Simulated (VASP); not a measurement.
VASP runs on SiSe2 (space group Ibam) share one base input (PBE0 hybrid, plane waves, VASP's PBE PAW potentials (set 64)) and change the settings named in each case.

### POSCAR
```
SiSe2
4.8327250
 -0.7067029471   1.0000000000   0.6213829672
  0.7067029471  -1.0000000000   0.6213829672
  0.7067029471   1.0000000000  -0.6213829672
Si Se
2 4
Cartesian
 -0.0000000000   0.0000000000   0.9320744507
  0.0000000000   0.0000000000   0.3106914836
  0.2675153336  -0.2527200000   0.6213829672
  0.4391876135   1.2527200000   0.0000000000
  0.2675153336   0.2527200000  -0.0000000000
  0.4391876135   0.7472800000   0.6213829672
```

**INCAR**
```
SYSTEM = SiSe2
PREC = Accurate; ENCUT = 300; LREAL = F
LASPH = T; ISYM = 3
EDIFF = 1E-6; NELM = 100; ALGO = Normal
LMAXMIX = 4
ISMEAR = -1; SIGMA = 0.05
GGA = PE; LHFCALC = T; AEXX = 0.25
HFRCUT = -1; PRECFOCK = Fast
ISIF = 2
LWAVE = F; LCHARG = F
```

**KPOINTS**
```
kpoints
0
gamma
 3 3 3
```

POTCAR, in this order: Si Se (PBE.64 set). Program: vasp_std.

| change | E(σ→0) (eV/atom) | pressure (GPa) |
|---|---|---|
| base run | -6.0735 | -2.96 |
| AEXX removed, HFRCUT removed, ISYM removed, LHFCALC removed, PRECFOCK removed | -4.5879 | ? |
| HFRCUT removed, HFSCREEN = 0.2 | -5.5795 | -2.89 |
| KPOINTS 1×1×1 Γ-centred mesh | -6.1620 | -5.15 |
| KPOINTS 2×2×2 Γ-centred mesh | -6.0678 | -2.93 |
| KPOINTS 4×4×4 Γ-centred mesh | -6.0728 | -2.94 |
| ENCUT = 180 | -6.0627 | -3.89 |
| ENCUT = 270 | -6.0714 | ? |
| KPOINTS 2×2×2 Γ-centred mesh | -6.0678 | -2.93 |
| EDIFF = 1E-12 (not converged) | -6.0735 | -2.96 |

Fill in the missing entries.

- AEXX removed, HFRCUT removed, ISYM removed, LHFCALC removed, PRECFOCK removed, pressure (GPa): -1.17
- ENCUT = 270, pressure (GPa): -2.98

Energies of different potentials or functionals have different zeros.

Left out are runs that ran out of time, are held back, or changed the cell or the kind of run, fixed moments of cells without a moment, rows past the twelfth, gaps on odd meshes, pressures of charged cells and columns that move by less than the noise.

The structure comes from a computed database's SiSe2 entry; how it stands against other phases isn't given here. The cell was not relaxed at this level, its lattice was scaled by up to 2.5 %.
